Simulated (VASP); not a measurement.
Consider the following.

```
SnO
1.0
    3.13172     0.00000     0.00000
    0.00000     3.13172     0.00000
    0.00000     0.00000     3.13172
Sn O
1 1
Direct
  0.00000   0.00000   0.00000
  0.50000   0.50000   0.50000
```

Computed with PBE GGA, VASP's PBE PAW potentials (set 64) (plane waves; VASP). Numerical set-up: 520 eV cut-off, Gaussian smearing of 0.050 eV, potentials Sn_d O.

Unless said otherwise, spin-orbit coupling is left out, though it shifts the bands of the heavy elements here.

**Question.** Give the energies of bands 7 to 13 at the high-symmetry points, in eV from the valence-band maximum.

**Answer.** 
```tsv
band	Γ	X	M	R
7	-7.43	-8.73	-5.31	-3.17
8	-2.39	-1.65	-5.31	-3.17
9	-2.39	-1.65	-4.73	-3.17
10	-2.39	-1.01	-1.52	-1.36
11	7.98	0.49	3.47	0.05
12	7.98	7.15	3.47	0.05
13	7.98	7.15	8.65	0.05
```

The gap is indirect, 0.05 eV, from the valence maximum at R-X at 0.79 to the conduction minimum at R.

The structure was generated: SnO was put into the CsCl type type (Pm-3m), which need not be its known phase. It was relaxed first, which changed the volume by +62 %.
